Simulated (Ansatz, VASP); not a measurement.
**CuAs: VASP beside Ansatz**

```
Cu As
1.0
     3.69150    0.00000    0.00000
    -1.84575    3.19693    0.00000
     0.00000    0.00000    4.72850
Cu As
2 2
Direct
  0.00000 0.00000 0.50000
  0.00000 0.00000 0.00000
  0.66667 0.33333 0.75000
  0.33333 0.66667 0.25000
```

Alike in both runs: task single point; functional LDA; k mesh 12 × 12 × 8; occupations gaussian, width 0.15 eV; no spin polarisation.

|  | VASP | Ansatz |
| --- | --- | --- |
| version | VASP 6.6.1 | Ansatz 0.2.0 |
| potentials or method | VASP PAW LDA potentials, release 64 (Cu, As) | scalar-relativistic, plane waves, PAW |
| plane-wave cutoff (eV) | 520 | 520 |
| valence electrons in the cell | 32 | 68 |

```csv
,VASP,Ansatz,Ansatz less VASP
gap on the k mesh at the Fermi level (eV),none,none,-
pressure (GPa),12.0,11.4,-0.62
largest component of the traceless stress (GPa),0.55,0.53,-0.017
```

A gap of «none» marks a metal or a gap that the smearing closes. The two sets of potentials don't hold the same shells in valence.
